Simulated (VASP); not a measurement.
F (relaxed from the fcc structure, space group Fm-3m): computed properties

Computed with PBEsol GGA, VASP's PBE PAW potentials (set 64) (plane waves; VASP).

```
Quantity                                                               Value
----------------------------------  ----------------------------------------
space group                                                      Fm-3m (225)
cell                                 a = b = c = 3.308 Å, α = β = γ = 90.00°
volume per atom                                                9.05 Å^3/atom
band gap (over mesh and band path)  none (metal, semimetal or under 0.01 eV)
density                                                           3.48 g/cm³
```

```cif
data_F
_chemical_formula_sum 'F1'
_space_group_name_H-M_alt 'P 1'
_space_group_IT_number 1
_cell_length_a 2.33944
_cell_length_b 2.33944
_cell_length_c 2.33944
_cell_angle_alpha 60.000
_cell_angle_beta 60.000
_cell_angle_gamma 60.000
loop_
_space_group_symop_operation_xyz
  'x, y, z'
loop_
_atom_site_label
_atom_site_type_symbol
_atom_site_fract_x
_atom_site_fract_y
_atom_site_fract_z
_atom_site_occupancy
F1 F 0.00000 0.00000 0.00000 1
```

The structure was generated: F was put into the fcc type (Fm-3m), which need not be its known phase. It was relaxed first, which changed the volume by -10 %. Symmetry was kept, so distortions that lower it aren't found.
